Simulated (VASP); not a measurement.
Input:

```yaml
crystal:
  lattice:
    - [2.81217, 0.00000, 0.00000]
    - [0.00000, 2.81217, 0.00000]
    - [0.00000, 0.00000, 2.81217]
  atoms:
    - { symbol: Al, position: [0.50000, 0.50000, 0.50000] }
    - { symbol: Fe, position: [0.00000, 0.00000, 0.00000] }
```

Method: LDA (Ceperley-Alder, Perdew-Zunger), VASP's LDA PAW potentials (set 64) (plane waves; VASP). Settings: 400 eV cut-off, 12×12×12 Γ-centred mesh, first-order Methfessel-Paxton smearing of 0.10 eV, potentials Al Fe.

**Question.** Estimate the energy per atom (σ→0), band gap (on the k-mesh) with the smallest direct gap where there is one.

**Answer.** 
```json
{
 "band gap (on the k-mesh)": "none (metal, semimetal or under 0.01 eV)",
 "energy per atom (σ→0)": "-7.159 eV/atom"
}
```

The absolute energy has meaning only against runs of the same code, potentials and settings.

The compound is FeAl in the CsCl type structure. It was relaxed first, which changed the volume by -10 %. The start is the result of an earlier pass. The run is not spin-polarised, so no magnetic state was tried. The electron count is odd and the run is not spin-polarised, which forces a metal.
